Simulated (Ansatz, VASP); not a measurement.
**AgSn2SeI3 in VASP and in Ansatz**

```
Ag Sn Se I
1.0
     3.95619    2.28411    4.60207
    -3.95619    2.28411    4.60207
     0.00000   -4.56822    4.60207
Ag Sn Se I
1 2 1 3
Direct
  0.00000 0.00000 0.00000
  0.80684 0.80684 0.80684
  0.19316 0.19316 0.19316
  0.50000 0.50000 0.50000
  0.50000 0.50000 0.00000
  0.00000 0.50000 0.50000
  0.50000 0.00000 0.50000
```

Change from the starting cell: species swapped into the InRh3PbS2 type (R-3m, No. 166).

Alike in both runs: functional PBE; k mesh 2 × 2 × 2; occupations gaussian, width 0.15 eV; no spin polarisation.

Ansatz relaxed the structure, and its values are those at the end. VASP's run is a single point on that final structure, the one shown.

```csv
,VASP,Ansatz
version,VASP 6.6.1,Ansatz 0.2.0
potentials or method,"VASP PAW PBE potentials, release 64 (Ag, Sn_d, Se, I)","scalar-relativistic, plane waves, PAW"
plane-wave cutoff (eV),520,420
valence electrons in the cell,66,114
```

```csv
,VASP,Ansatz,Ansatz less VASP
gap on the k mesh at the Fermi level (eV),none,none,-
pressure (GPa),0.4,0.4,+0.02
```

A gap of «none» marks a metal or a gap that the smearing closes. The two sets of potentials don't hold the same shells in valence.

Caveats: the k mesh is coarse (spacing up to 0.51 Å⁻¹), so the values aren't converged. The runs have no spin-orbit coupling, so splittings on I are missing.
